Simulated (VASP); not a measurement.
The input files of a VASP run:

**INCAR**
```
! general
SYSTEM  = Cs
PREC    = Accurate
ENCUT   = 500
LREAL   = .FALSE.
LASPH   = .TRUE.

! electronic loop
EDIFF   = 1E-6   ! SCF stop (eV)
NELM    = 100
ALGO    = Normal
LMAXMIX = 4

! smearing
ISMEAR  = 1   ! Methfessel-Paxton
SIGMA   = 0.1

! functional
GGA     = PS   ! PBEsol

! ions
IBRION  = 2
NSW     = 40
ISIF    = 3   ! ions, shape and volume
EDIFFG  = -0.02

! output
LWAVE   = .FALSE.
LCHARG  = .FALSE.
```

### KPOINTS
```
K-points
0
gamma
9 9 9
```

File POSCAR:
```
Cs
1.0
 -3.0019723340   3.0019723340   3.0019723340
  3.0019723340  -3.0019723340   3.0019723340
  3.0019723340   3.0019723340  -3.0019723340
Cs
1
Cartesian
  0.0000000000   0.0000000000   0.0000000000
```

POTCAR, in this order: Cs_sv (PBE.64 set). Program: vasp_std.

Q: Translate this PBEsol calculation to Ansatz.

A: One equivalent input (not run):
Ansatz 0.2 input:
```yaml
crystal:
  lattice:
    - [-3.0019723, 3.0019723, 3.0019723]
    - [3.0019723, -3.0019723, 3.0019723]
    - [3.0019723, 3.0019723, -3.0019723]
  atoms:
    - { symbol: Cs, position: [0.0000000, 0.0000000, 0.0000000] }
kpoints:
  mp_grid: { grid: [9, 9, 9] }
hamiltonian:
  xc: pbesol
  pseudopotentials: { kind: paw }
scf:
  occupations: { method: methfessel_paxton, width: 0.1 }
  max_iter: 100
relax:
  max_steps: 40
  f_tol: 0.02
  cell: {}
output: { forces: true, stress: true, eigenvalues: true }
```
What does not carry over: each code has its own PAW files, so the cut-off isn't converted (ENCUT is set for VASP's; basis.ecutwfc is left out, and Ansatz then takes the one that its files recommend); Ansatz stops its SCF on the density residual and VASP on the energy change (EDIFF).

The compound is Cs in the bcc structure. It was relaxed first.
